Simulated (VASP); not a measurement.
Input for VASP

### INCAR
```
# general
SYSTEM =HfZr3C4
PREC   =Accurate
ENCUT  =520
LREAL  =.FALSE.
LASPH  =.TRUE.

# electronic loop
EDIFF  =1E-7
NELM   =100
ALGO   =Normal
LMAXMIX=6

# smearing
ISMEAR =-5

# functional
GGA    =PS

# ions
ISIF   =2

# output
LWAVE  =.FALSE.
LCHARG =.TRUE.
LORBIT =11
NEDOS  =601
```

**POSCAR**
```
HfZr3C4
4.6544080
  1.0000000803   0.0000000000   0.0000000000
  0.0000000000   1.0000000803   0.0000000000
  0.0000000000   0.0000000000   1.0000000803
Zr C Hf
3 4 1
Direct
  0.0000000000   0.0000000000   0.0000000000
  0.5000000000   0.5000000000   0.0000000000
  0.5000000000   0.0000000000   0.5000000000
  0.5000000000   0.5000000000   0.5000000000
  0.0000000000   0.0000000000   0.5000000000
  0.0000000000   0.5000000000   0.0000000000
  0.5000000000   0.0000000000   0.0000000000
  0.0000000000   0.5000000000   0.5000000000
```

KPOINTS:
```
K-points
0
Gamma
  8 8 8
0 0 0
```

POTCAR, in this order: Zr_sv C Hf_pv (PBE.64 set). Program: vasp_std.

Q: Translate this PBEsol calculation to Quantum ESPRESSO's pw.x.

A: One equivalent input (not run):
```
&CONTROL
  calculation = 'scf'
  pseudo_dir = './pseudo'
  outdir = './out'
  tprnfor = .true.
  tstress = .true.
/
&SYSTEM
  ibrav = 0
  nat = 8
  ntyp = 3
  ecutwfc = 82
  occupations = 'tetrahedra'
  input_dft = 'pbesol'
/
&ELECTRONS
  conv_thr = 7.3e-09
  electron_maxstep = 100
/
ATOMIC_SPECIES
  Zr 91.224 Zr.upf
  C 12.011 C.upf
  Hf 178.490 Hf.upf
CELL_PARAMETERS angstrom
     4.6544084    0.0000000    0.0000000
     0.0000000    4.6544084    0.0000000
     0.0000000    0.0000000    4.6544084
ATOMIC_POSITIONS crystal
  Zr   0.0000000  0.0000000  0.0000000
  Zr   0.5000000  0.5000000  0.0000000
  Zr   0.5000000  0.0000000  0.5000000
  C    0.5000000  0.5000000  0.5000000
  C    0.0000000  0.0000000  0.5000000
  C    0.0000000  0.5000000  0.0000000
  C    0.5000000  0.0000000  0.0000000
  Hf   0.0000000  0.5000000  0.5000000
K_POINTS automatic
  8 8 8 0 0 0
```
The two are equivalent in intent, not identical: the potentials are each code's own (VASP's PAW set, PseudoDojo norm-conserving files in pw.x), so ENCUT and ecutwfc are chosen apart and not converted; conv_thr bounds pw.x's estimated SCF error, while EDIFF bounds the energy change between steps.

The structure was generated: HfZr3C4 was put into an ordered model structure (Pm-3m), which need not be its known phase. It was relaxed first.
